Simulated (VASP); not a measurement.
Level of theory: PW91 GGA, VASP's PBE PAW potentials (set 64) (plane waves; VASP).

Input for VASP

POSCAR:
```
BN
1.0
  1.2558236207  -2.1751507088   0.0000000000
  1.2558236207   2.1751507088   0.0000000000
  0.0000000000   0.0000000000   7.6660758531
B N
2 2
Direct
  0.3333330000   0.6666670000   0.2500000000
  0.6666670000   0.3333330000   0.7500000000
  0.6666670000   0.3333330000   0.2500000000
  0.3333330000   0.6666670000   0.7500000000
```

### INCAR
```
ALGO=Normal
EDIFF=1E-7
EDIFFG=-0.01
ENCUT=520
GGA=91
IBRION=2
ISIF=4
ISMEAR=0
LASPH=.TRUE.
LCHARG=.FALSE.
LREAL=.FALSE.
LWAVE=.FALSE.
NELM=100
NSW=30
PREC=Accurate
SIGMA=0.05
SYSTEM=BN
```

File KPOINTS:
```
Automatic mesh
0
Gamma
10 10 3
0 0 0
```

POTCAR, in this order: B N (PBE.64 set). Program: vasp_std.

Output of the run:

**OUTCAR**
```
 ion  position               nearest neighbor table
   1  0.333  0.667  0.250-   3 1.45   3 1.45   3 1.45
   2  0.667  0.333  0.750-   4 1.45   4 1.45   4 1.45
   3  0.667  0.333  0.250-   1 1.45   1 1.45   1 1.45
   4  0.333  0.667  0.750-   2 1.45   2 1.45   2 1.45
  LATTYP: Found a hexagonal cell.
 ALAT       =     2.5116475812
 C/A-ratio  =     3.0522099957
 Subroutine PRICEL returns:
 Original cell was already a primitive cell.
 Subroutine GETGRP returns: Found 24 space group operations
The static configuration has the point symmetry D_3d.
 The point group associated with its full space group is D_6h.
The dynamic configuration has the point symmetry D_3d.
 Subroutine INISYM returns: Found 24 space group operations
 Subroutine IBZKPT returns following result:
 Found     28 irreducible k-points:

 Following reciprocal coordinates:
            Coordinates               Weight
  0.000000  0.000000  0.000000      1.000000
  0.100000 -0.000000  0.000000      6.000000
  0.200000 -0.000000  0.000000      6.000000
  0.300000  0.000000  0.000000      6.000000
  0.400000 -0.000000  0.000000      6.000000
...
```

File OSZICAR:
```
       N       E                     dE             d eps       ncg     rms          rms(c)
DAV:   1     0.768369886486E+02    0.76837E+02   -0.83682E+03   672   0.122E+03
DAV:   2    -0.332140360079E+02   -0.11005E+03   -0.99622E+02  1020   0.266E+02
DAV:   3    -0.390446574970E+02   -0.58306E+01   -0.57900E+01   836   0.653E+01
DAV:   4    -0.391161668170E+02   -0.71509E-01   -0.71460E-01   840   0.811E+00
DAV:   5    -0.391173966467E+02   -0.12298E-02   -0.12288E-02   864   0.106E+00    0.114E+01
DAV:   6    -0.357381493934E+02    0.33792E+01   -0.86817E+00   796   0.240E+01    0.502E+00
DAV:   7    -0.354343077635E+02    0.30384E+00   -0.51754E-01   852   0.617E+00    0.313E+00
DAV:   8    -0.353374972750E+02    0.96810E-01   -0.35459E-01   824   0.446E+00    0.461E-01
DAV:   9    -0.353344617197E+02    0.30356E-02   -0.15319E-02   808   0.110E+00    0.188E-01
DAV:  10    -0.353363381107E+02   -0.18764E-02   -0.19537E-03   796   0.365E-01    0.445E-02
DAV:  11    -0.353365960549E+02   -0.25794E-03   -0.28625E-04   828   0.149E-01    0.283E-02
DAV:  12    -0.353366023499E+02   -0.62950E-05   -0.68006E-05   788   0.694E-02    0.474E-03
DAV:  13    -0.353366028097E+02   -0.45982E-06   -0.26421E-06   848   0.147E-02    0.173E-03
DAV:  14    -0.353366030146E+02   -0.20490E-06   -0.34507E-07   820   0.497E-03    0.656E-04
DAV:  15    -0.353366030154E+02   -0.77625E-09   -0.65935E-09   604   0.765E-04
   1 F= -.35336603E+02 E0= -.35336603E+02  d E =-.353366E+02
       N       E                     dE             d eps       ncg     rms          rms(c)
DAV:   1    -0.353369709732E+02   -0.36796E-03   -0.12638E-02   692   0.101E+00    0.708E-02
DAV:   2    -0.353367841655E+02    0.18681E-03   -0.20513E-04   836   0.126E-01    0.399E-02
DAV:   3    -0.353366999979E+02    0.84168E-04   -0.16728E-04   832   0.964E-02    0.100E-02
DAV:   4    -0.353366991502E+02    0.84768E-06   -0.10032E-05   832   0.296E-02    0.346E-03
DAV:   5    -0.353366991086E+02    0.41623E-07   -0.45229E-06   840   0.177E-02    0.370E-03
DAV:   6    -0.353366989988E+02    0.10973E-06   -0.10366E-06   844   0.921E-03    0.338E-04
DAV:   7    -0.353366990086E+02   -0.97614E-08   -0.57060E-08   568   0.232E-03
   2 F= -.35336699E+02 E0= -.35336699E+02  d E =-.959932E-04
```

**OUTCAR**
```
------------------------ aborting loop because EDIFF is reached ----------------------------------------
  FORCE on cell =-STRESS in cart. coord.  units (eV):
  Direction    XX          YY          ZZ          XY          YZ          ZX
  --------------------------------------------------------------------------------------
  Total        0.0727117      0.0727118      0.0757217      0.0000000     -0.0000000      0.0000000
  in kB        2.7815957      2.7815967      2.8967425      0.0000000     -0.0000000      0.0000000
  external PRESSURE =       2.8199783 kB  Pullay stress =       0.0000000 kB
  volume of cell :       41.88
      direct lattice vectors                 reciprocal lattice vectors
     1.255059336 -2.173826928 -0.000000000     0.398387539 -0.230009111 -0.000000000
     1.255059336  2.173826928  0.000000000     0.398387539  0.230009111 -0.000000000
     0.000000000 -0.000000000  7.675415410     0.000000000 -0.000000000  0.130286108
  FREE ENERGIE OF THE ION-ELECTRON SYSTEM (eV)
  ---------------------------------------------------
  free  energy   TOTEN  =       -35.3366990086 eV

  energy  without entropy=      -35.3366990086  energy(sigma->0) =      -35.33669901

 reached required accuracy - stopping structural energy minimisation
```
(Selected blocks of OUTCAR.)

### CONTCAR
```
BN
   1.00000000000000
     1.2550593361632745   -2.1738269282057141   -0.0000000000000000
     1.2550593361632745    2.1738269282057141    0.0000000000000000
     0.0000000000000000   -0.0000000000000000    7.6754154095723148
  B               N
     2     2
Direct
     0.3333330000000032    0.6666669999999968    0.2500000000000000
     0.6666669999999968    0.3333330000000032    0.7500000000000000
     0.6666669999999968    0.3333330000000032    0.2500000000000000
     0.3333330000000032    0.6666669999999968    0.7500000000000000
```

Without a dispersion term in the relaxation, distances and binding between the weakly bound layers, chains or molecules are unreliable, and so is what depends on them.

The compound is BN in the hex structure. This run relaxes it. Symmetry was kept, so distortions that lower it aren't found.
